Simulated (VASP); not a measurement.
Level of theory: HSEsol screened hybrid, VASP's PBE PAW potentials (set 64) (plane waves; VASP).

The input files of a VASP run:

### POSCAR
```
SiC
1.0
  0.0000000000   2.1675801118   2.1675801118
  2.1675801118   0.0000000000   2.1675801118
  2.1675801118   2.1675801118   0.0000000000
Si C
1 1
Direct
  0.0000000000   0.0000000000   0.0000000000
  0.2500000000   0.2500000000   0.2500000000
```

### INCAR
```
SYSTEM  =  SiC
PREC  =  Accurate; ENCUT  =  520; LREAL  =  F
LASPH  =  T; ISYM  =  3
EDIFF  =  1E-6; NELM  =  60; ALGO  =  Normal
ISMEAR  =  0; SIGMA  =  0.05
GGA  =  PS; LHFCALC  =  T; AEXX  =  0.25
HFSCREEN  =  0.2; PRECFOCK  =  Fast
ISIF  =  2
LWAVE  =  F; LCHARG  =  F
```

### KPOINTS
```
Automatic mesh
0
Gamma
8 8 8
0 0 0
```

POTCAR, in this order: Si C (PBE.64 set). Program: vasp_std. Read from the step before: WAVECAR.

The run wrote:

File OSZICAR:
```
       N       E                     dE             d eps       ncg     rms          rms(c)
DAV:   1    -0.180381602628E+02   -0.18038E+02   -0.32476E-01   480   0.489E+00    0.285E+00
DAV:   2    -0.180387944501E+02   -0.63419E-03   -0.31628E-03   664   0.561E-01    0.183E+00
DAV:   3    -0.180382737750E+02    0.52068E-03   -0.67127E-04   640   0.205E-01    0.107E+00
DAV:   4    -0.180381209924E+02    0.15278E-03   -0.10649E-04   584   0.865E-02    0.616E-01
DAV:   5    -0.180380669144E+02    0.54078E-04   -0.28828E-05   552   0.406E-02    0.353E-01
DAV:   6    -0.180380500214E+02    0.16893E-04   -0.10239E-05   560   0.230E-02    0.201E-01
DAV:   7    -0.180380447064E+02    0.53150E-05   -0.27504E-06   488   0.128E-02    0.115E-01
DAV:   8    -0.180380430785E+02    0.16280E-05   -0.67710E-07   256   0.721E-03    0.666E-02
DAV:   9    -0.180380426018E+02    0.47664E-06   -0.26340E-07   232   0.512E-03
   1 F= -.18038043E+02 E0= -.18038043E+02  d E =-.532499E-12
```

### OUTCAR
```
------------------------ aborting loop because EDIFF is reached ----------------------------------------
  FORCE on cell =-STRESS in cart. coord.  units (eV):
  Direction    XX          YY          ZZ          XY          YZ          ZX
  --------------------------------------------------------------------------------------
  Total       -0.0243248     -0.0243248     -0.0243248     -0.0000000     -0.0000000      0.0000000
  in kB       -1.9133929     -1.9133929     -1.9133929     -0.0000000     -0.0000000      0.0000000
  external PRESSURE =      -1.9133929 kB  Pullay stress =       0.0000000 kB
  volume of cell :       20.37
      direct lattice vectors                 reciprocal lattice vectors
     0.000000000  2.167580112  2.167580112    -0.230671982  0.230671982  0.230671982
     2.167580112  0.000000000  2.167580112     0.230671982 -0.230671982  0.230671982
     2.167580112  2.167580112  0.000000000     0.230671982  0.230671982 -0.230671982
  FREE ENERGIE OF THE ION-ELECTRON SYSTEM (eV)
  ---------------------------------------------------
  free  energy   TOTEN  =       -18.0380426018 eV

  energy  without entropy=      -18.0380426018  energy(sigma->0) =      -18.03804260

  exchange ACFDT corr.  =         0.00000000  see jH, gK, PRB 81, 115126
```
(Selected blocks of OUTCAR.)

The compound is SiC in the zinc blende structure. This cell is one point of a volume scan, at 0.97 of the reference volume. The cell's shape comes from a PBE relaxation.
